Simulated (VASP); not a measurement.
Given:

```
CELL_PARAMETERS angstrom
      4.86832    -8.43217     0.00000
      4.86832     8.43217     0.00000
      0.00000     0.00000    10.55628
ATOMIC_POSITIONS crystal
  Ga 0.22515 0.11199 0.24799
  Ga 0.11009 0.22163 0.00244
  Ga 0.21710 0.10843 0.75306
  Ga 0.11115 0.22218 0.49956
  Ga 0.22514 0.44606 0.24796
  Ga 0.11130 0.55569 0.00238
  Ga 0.21732 0.44213 0.75300
  Ga 0.11205 0.55674 0.49988
  Ga 0.22231 0.77758 0.24949
  Ga 0.11139 0.88873 0.00234
  Ga 0.22264 0.77797 0.75097
  Ga 0.11193 0.88827 0.49987
  Ga 0.55371 0.11211 0.24800
  Ga 0.44244 0.21804 0.98996
  Ga 0.55850 0.10830 0.75303
  Ga 0.43092 0.19511 0.51565
  Ga 0.55561 0.44419 0.21564
  Ga 0.44250 0.55771 0.99011
  Ga 0.55602 0.44431 0.42672
  Ga 0.55603 0.44472 0.74610
  Ga 0.43127 0.56892 0.51537
  Ga 0.55392 0.77483 0.24801
  Ga 0.44442 0.88882 0.00239
  Ga 0.55855 0.78358 0.75303
  Ga 0.44355 0.88835 0.49977
  Ga 0.88892 0.11106 0.25134
  Ga 0.77848 0.22172 0.00242
  Ga 0.88922 0.11139 0.75051
  Ga 0.77800 0.22231 0.49952
  Ga 0.88780 0.44621 0.24803
  Ga 0.78216 0.55779 0.98998
  Ga 0.89238 0.44215 0.75301
  Ga 0.80531 0.56933 0.51578
  Ga 0.88795 0.77482 0.24801
  Ga 0.77856 0.89011 0.00243
  Ga 0.89238 0.78376 0.75306
  Ga 0.77811 0.88914 0.49953
  N  0.21833 0.10710 0.43740
  N  0.11146 0.22221 0.19057
  N  0.21756 0.10894 0.93855
  N  0.11089 0.22213 0.68741
  N  0.21846 0.44434 0.43734
  N  0.11111 0.55534 0.18961
  N  0.21767 0.44180 0.93853
  N  0.11197 0.55645 0.68768
  N  0.22244 0.77776 0.43791
  N  0.11124 0.88875 0.18965
  N  0.22241 0.77777 0.93907
  N  0.11192 0.88880 0.68767
  N  0.55568 0.10720 0.43743
  N  0.43994 0.21309 0.17432
  N  0.55829 0.10903 0.93856
  N  0.44113 0.21509 0.70065
  N  0.44007 0.55996 0.17445
  N  0.55570 0.44449 0.93542
  N  0.44134 0.55949 0.70045
  N  0.55588 0.78177 0.43741
  N  0.44458 0.88879 0.18965
  N  0.55840 0.78255 0.93854
  N  0.44413 0.88874 0.68759
  N  0.88900 0.11120 0.43897
  N  0.77762 0.22233 0.19058
  N  0.88903 0.11120 0.93917
  N  0.77839 0.22220 0.68740
  N  0.89319 0.44463 0.43747
  N  0.78682 0.56006 0.17434
  N  0.89114 0.44190 0.93852
  N  0.78571 0.55965 0.70075
  N  0.89312 0.78187 0.43745
  N  0.77776 0.88854 0.19056
  N  0.89127 0.78266 0.93852
  N  0.77847 0.88976 0.68741
```
Cell charge -1.

The numbers are results of HSE06 screened hybrid, VASP's PBE PAW potentials (set 64) (plane waves; VASP), not measurements. Numerical set-up: PREC = Normal, LREAL = Auto, ISYM = 0, NELECT = 287.0, EDIFF = 1E-5, 400 eV cut-off, 1×1×1 Γ-centred mesh, Gaussian smearing of 0.050 eV, potentials Ga N. Starting moments (MAGMOM): 72*0.0139. The cell's moment is fixed (NUPDOWN = 1).

The cell is charged, with a uniform compensating background. The supercell is sampled at Γ alone, which is coarse: total energies, pressure and levels can be off, energies of defects by several tenths of an eV.

Problem. Estimate the cell moment, energy per atom (σ→0).

Solution. 
```yaml
cell_moment: 1.00 μB
energy per atom (σ→0): -7.086 eV/atom
```

Problem. Give the moment on each site (PAW-sphere projection).

Solution. 
| site | moment (μB) |
|---|---|
| Ga1 | -0.01 |
| Ga2 | -0.01 |
| Ga3 | -0.01 |
| Ga4 | -0.01 |
| Ga5 | -0.01 |
| Ga6 | -0.01 |
| Ga7 | -0.01 |
| Ga8 | 0.01 |
| Ga9 | -0.01 |
| Ga10 | -0.01 |
| Ga11 | -0.01 |
| Ga12 | 0.01 |
| Ga13 | -0.01 |
| Ga14 | -0.01 |
| Ga15 | -0.01 |
| Ga16 | 0.19 |
| Ga17 | -0.02 |
| Ga18 | -0.01 |
| Ga19 | 0.69 |
| Ga20 | -0.02 |
| Ga21 | 0.19 |
| Ga22 | -0.01 |
| Ga23 | -0.01 |
| Ga24 | -0.01 |
| Ga25 | 0.01 |
| Ga26 | -0.01 |
| Ga27 | -0.01 |
| Ga28 | -0.01 |
| Ga29 | -0.01 |
| Ga30 | -0.01 |
| Ga31 | -0.01 |
| Ga32 | -0.01 |
| Ga33 | 0.19 |
| Ga34 | -0.01 |
| Ga35 | -0.01 |
| Ga36 | -0.01 |
| Ga37 | -0.01 |
| N38 | 0.09 |
| N39 | -0.01 |
| N40 | -0.01 |
| N41 | -0.01 |
| N42 | 0.09 |
| N43 | -0.01 |
| N44 | -0.01 |
| N45 | -0.01 |
| N46 | -0.01 |
| N47 | -0.01 |
| N48 | -0.01 |
| N49 | -0.01 |
| N50 | 0.09 |
| N51 | 0.00 |
| N52 | -0.01 |
| N53 | 0.01 |
| N54 | 0.00 |
| N55 | -0.01 |
| N56 | 0.01 |
| N57 | 0.09 |
| N58 | -0.01 |
| N59 | -0.01 |
| N60 | -0.01 |
| N61 | -0.01 |
| N62 | -0.01 |
| N63 | -0.01 |
| N64 | -0.01 |
| N65 | 0.09 |
| N66 | 0.00 |
| N67 | -0.01 |
| N68 | 0.01 |
| N69 | 0.09 |
| N70 | -0.01 |
| N71 | -0.01 |
| N72 | -0.01 |

Total energies compare only between runs with the same potentials, cut-off and functional.

The cell is a supercell with a defect, built from GaN (wurtzite): Ga_N, charge -1. The cell's shape comes from a PBE relaxation.
